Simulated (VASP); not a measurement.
Method: PBE GGA, VASP's PBE PAW potentials (set 64) (plane waves; VASP 6.6.1).

VASP input:

INCAR:
```
! general
SYSTEM   =  Ge
PREC     =  Accurate
ENCUT    =  500   ! plane-wave cut-off (eV)
LREAL    =  F
LASPH    =  T   ! aspherical one-centre terms

! electronic loop
EDIFF    =  1E-6   ! SCF stop (eV)
NELM     =  100
ALGO     =  Normal
LMAXMIX  =  4   ! l cut-off of mixed one-centre charges

! smearing
ISMEAR   =  0   ! Gaussian
SIGMA    =  0.05

! functional
GGA      =  PE   ! PBE

! ions
IBRION   =  2
NSW      =  40
ISIF     =  3   ! ions, shape and volume
EDIFFG   =  -0.02
PSTRESS  =  100   ! kbar

! output
LWAVE    =  F
LCHARG   =  F
```

File POSCAR:
```
Ge
1
    0.0000000000     2.8099552779     2.8099552779
    2.8099552779     0.0000000000     2.8099552779
    2.8099552779     2.8099552779     0.0000000000
Ge
2
Direct
  0.0000000000   0.0000000000   0.0000000000
  0.2500000000   0.2500000000   0.2500000000
```

KPOINTS:
```
Automatic mesh
0
Gamma
8 8 8
0 0 0
```

POTCAR, in this order: Ge_d (PBE.64 set). Program: vasp_std.

Output

OSZICAR:
```
       N       E                     dE             d eps       ncg     rms          rms(c)
DAV:   1     0.159872450219E+03    0.15987E+03   -0.15134E+04  1064   0.420E+03
DAV:   2     0.105302917657E+02   -0.14934E+03   -0.14723E+03  1044   0.523E+02
DAV:   3    -0.850789675147E+01   -0.19038E+02   -0.18927E+02  1146   0.143E+02
DAV:   4    -0.905994737460E+01   -0.55205E+00   -0.55122E+00  1238   0.283E+01
DAV:   5    -0.906880182864E+01   -0.88545E-02   -0.88519E-02  1154   0.366E+00    0.331E+00
DAV:   6    -0.900810996501E+01    0.60692E-01   -0.24424E-02  1130   0.160E+00    0.198E+00
DAV:   7    -0.897230133169E+01    0.35809E-01   -0.62547E-02  1120   0.239E+00    0.161E-01
DAV:   8    -0.897411094123E+01   -0.18096E-02   -0.69698E-03  1202   0.123E+00    0.657E-02
DAV:   9    -0.897411434535E+01   -0.34041E-05   -0.22156E-04  1342   0.283E-01    0.187E-02
DAV:  10    -0.897413240782E+01   -0.18062E-04   -0.95815E-05  1200   0.173E-01    0.753E-03
DAV:  11    -0.897413338176E+01   -0.97395E-06   -0.12089E-05  1284   0.670E-02    0.136E-03
DAV:  12    -0.897413355152E+01   -0.16976E-06   -0.40772E-07   626   0.107E-02
   1 F= -.62045298E+01 E0= -.62045290E+01  d E =-.620453E+01
       N       E                     dE             d eps       ncg     rms          rms(c)
DAV:   1    -0.119140846596E+02   -0.29400E+01   -0.39518E+01  1378   0.119E+02    0.110E+01
DAV:   2    -0.948772993063E+01    0.24264E+01   -0.38556E+00  1354   0.493E+01    0.522E+00
DAV:   3    -0.877079265917E+01    0.71694E+00   -0.92984E-01  1386   0.192E+01    0.154E+00
DAV:   4    -0.871094322858E+01    0.59849E-01   -0.97969E-02  1324   0.600E+00    0.426E-01
DAV:   5    -0.870993127545E+01    0.10120E-02   -0.23943E-03  1190   0.610E-01    0.187E-01
DAV:   6    -0.870994938640E+01   -0.18111E-04   -0.16816E-04  1540   0.149E-01    0.944E-03
DAV:   7    -0.870995042289E+01   -0.10365E-05   -0.52128E-06  1076   0.219E-02    0.276E-03
DAV:   8    -0.870995074556E+01   -0.32267E-06   -0.14784E-06   870   0.170E-02
   2 F= -.62068390E+01 E0= -.62068390E+01  d E =-.230919E-02
       N       E                     dE             d eps       ncg     rms          rms(c)
DAV:   1    -0.959383839889E+01   -0.88389E+00   -0.10850E+01  1382   0.766E+01    0.499E+00
DAV:   2    -0.905738239547E+01    0.53646E+00   -0.71158E-01  1348   0.178E+01    0.252E+00
DAV:   3    -0.888192350758E+01    0.17546E+00   -0.32129E-01  1380   0.108E+01    0.560E-01
DAV:   4    -0.887004632055E+01    0.11877E-01   -0.34626E-02  1336   0.402E+00    0.167E-01
DAV:   5    -0.886993699418E+01    0.10933E-03   -0.22974E-03  1336   0.935E-01    0.112E-01
DAV:   6    -0.886990192946E+01    0.35065E-04   -0.29194E-04  1306   0.361E-01    0.312E-03
DAV:   7    -0.886990257166E+01   -0.64220E-06   -0.15220E-05  1444   0.584E-02    0.322E-03
DAV:   8    -0.886990302720E+01   -0.45554E-06   -0.21924E-06   770   0.317E-02
   3 F= -.62410048E+01 E0= -.62410048E+01  d E =-.364749E-01
```

File OUTCAR:
```
------------------------ aborting loop because EDIFF is reached ----------------------------------------
  FORCE on cell =-STRESS in cart. coord.  units (eV):
  Direction    XX          YY          ZZ          XY          YZ          ZX
  --------------------------------------------------------------------------------------
  Total        2.5941788      2.5941788      2.5941788      0.0000000      0.0000000      0.0000000
  in kB       98.6793136     98.6793136     98.6793136      0.0000000      0.0000000      0.0000000
  external PRESSURE =      -1.3206864 kB  Pullay stress =     100.0000000 kB
  volume of cell :       42.12
      direct lattice vectors                 reciprocal lattice vectors
     0.000000000  2.761540748  2.761540748    -0.181058346  0.181058346  0.181058346
     2.761540748  0.000000000  2.761540748     0.181058346 -0.181058346  0.181058346
     2.761540748  2.761540748  0.000000000     0.181058346  0.181058346 -0.181058346
 POSITION                                       TOTAL-FORCE (eV/Angst)
 -----------------------------------------------------------------------------------
      0.00000      0.00000      0.00000        -0.000000     -0.000000     -0.000000
      1.38077      1.38077      1.38077         0.000000      0.000000      0.000000
 -----------------------------------------------------------------------------------
    total drift:                                0.000000      0.000000      0.000000
  FREE ENERGIE OF THE ION-ELECTRON SYSTEM (eV)
  ---------------------------------------------------
  free  energy   TOTEN  =        -8.8699030272 eV

  energy  without entropy=       -8.8699030272  energy(sigma->0) =       -8.86990303
  enthalpy is  TOTEN    =        -6.2410047549 eV   P V=        2.6288982723

 reached required accuracy - stopping structural energy minimisation
```
(Selected blocks of OUTCAR.)

CONTCAR:
```
Ge
   1.00000000000000
     0.0000000000000000    2.7615407483616008    2.7615407483616008
     2.7615407483616008    0.0000000000000000    2.7615407483616008
     2.7615407483616008    2.7615407483616008    0.0000000000000000
  Ge
     2
Direct
     0.0000000000000000    0.0000000000000000    0.0000000000000000
     0.2500000000000000    0.2500000000000000    0.2500000000000000
```

Energy and stress use the plane-wave basis of the starting cell.

The compound is Ge in the diamond structure. This run relaxes it under an external pressure of 10 GPa. Symmetry was kept, so distortions that lower it aren't found.
